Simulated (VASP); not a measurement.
Here is the system:

```yaml
crystal:
  lattice:
    - [4.32680, 0.00000, 0.00000]
    - [0.00000, 4.32680, 0.00000]
    - [0.00000, 0.00000, 4.32680]
  atoms:
    - { symbol: Cs, position: [0.00000, 0.00000, 0.00000] }
    - { symbol: Br, position: [0.50000, 0.50000, 0.50000] }
```

Calculation: r2SCAN meta-GGA, VASP's PBE PAW potentials (set 64) (plane waves; VASP 6.6.1). Run with 520 eV cut-off, 7×7×7 Γ-centred mesh, tetrahedra with Blöchl corrections, potentials Cs_sv Br.

Unless said otherwise, spin-orbit coupling is left out, though it shifts the bands of the heavy elements here.

Q: Give the energies of bands 3 to 11 at the high-symmetry points, in eV from the valence-band maximum.

A: 
```
band      Γ      X      M      R
----  -----  -----  -----  -----
3     -6.58  -6.93  -7.12  -6.96
4     -6.58  -6.48  -7.12  -6.96
5     -6.58  -6.48  -6.42  -6.96
6     -0.01  -1.25  -0.58  -1.12
7     -0.01  -0.19  -0.58  -1.12
8     -0.01  -0.19   0.00  -1.12
9      5.16   6.43   5.83   8.87
10     5.43   7.83   6.10   8.87
11     5.43   8.34   7.84   8.87
```

The gap is indirect, 5.16 eV, from the valence maximum at M to the conduction minimum at Γ.

Measured: gap 7.30 eV (computed value off by -2.14 eV), as given by Aguado et al., (1998), arXiv:cond-mat/9809176.

The compound is CsBr in the CsCl type structure. It was relaxed first.
